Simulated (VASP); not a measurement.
A convergence study with VASP on Ti (hcp): one setting is varied, all else stays as given below, so the limit is that of these other settings.

```xyz
2
Lattice="1.4750 -2.5548 0.0000 1.4750 2.5548 0.0000 0.0000 0.0000 4.6800" Properties=species:S:1:pos:R:3 pbc="T T T"
Ti     1.4750     0.8516     1.1700
Ti     1.4750    -0.8516     3.5100
```

Computed with PBE GGA, VASP's PBE PAW potentials (set 64) (plane waves; VASP 6.6.1). The tightest run used: 550 eV cut-off, 24×24×14 Γ-centred mesh, first-order Methfessel-Paxton smearing of 0.10 eV, potentials Ti_sv.

| setting | E (eV/atom) | pressure (GPa) | irreducible k-points |
|---|---|---|---|
| 1×1×1 mesh | -7.7915 | 36.36 | 1 |
| 2×2×1 mesh | -8.1489 | -8.79 | 2 |
| 3×3×2 mesh | -7.8714 | -2.70 | 6 |
| 4×4×2 mesh | -7.8037 | -1.57 | 8 |
| 5×5×3 mesh | -7.8322 | -1.96 | 10 |
| 6×6×3 mesh | -7.8184 | -1.24 | 14 |
| 7×7×4 mesh | -7.8351 | -1.66 | 24 |
| 8×8×4 mesh | -7.8426 | -1.98 | 30 |

### Question
These are the cheaper rows. Estimate the results at 24×24×14 mesh, and how far the last row shown lies from them.

### Answer

| quantity | tightest run | last row shown is off by |
|---|---|---|
| E (eV/atom) | -7.8346 | -0.0080 |
| pressure (GPa) | -1.79 | -0.18 |

Left out are rungs that failed or repeat a setting and relaxations that didn't move; long series are thinned to 24 rows.

The compound is Ti in the hcp structure. The cell was not relaxed at this level.
